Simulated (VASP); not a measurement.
Here is the system:

```
CELL_PARAMETERS angstrom
      0.00000     2.21158     2.21158
      2.21158     0.00000     2.21158
      2.21158     2.21158     0.00000
ATOMIC_POSITIONS crystal
  Nb 0.00000 0.00000 0.00000
  N  0.50000 0.50000 0.50000
```

Level of theory: PW91 GGA, VASP's PBE PAW potentials (set 64) (plane waves; VASP). Settings: 520 eV cut-off, Gaussian smearing of 0.050 eV, potentials Nb_sv N.

### Question
Give the energies of bands 6 to 12 at the high-symmetry points, in eV from the Fermi level.

### Answer

```tsv
band	Γ	X	U	L	W
6	-3.26	-5.66	-6.67	-8.94	-6.54
7	-3.26	-4.88	-5.88	-6.91	-5.91
8	-3.26	-3.93	-5.52	-6.91	-5.91
9	-1.94	-3.93	-1.84	1.43	-0.09
10	-1.94	1.55	1.93	1.43	-0.09
11	-1.94	2.69	2.10	1.93	2.70
12	-0.13	2.69	3.93	4.56	3.31
```

It has no gap at this level: it comes out as a metal or semimetal.

The compound is NbN in the rock salt structure, the cubic δ form, which competes with hexagonal ones. It was relaxed first.
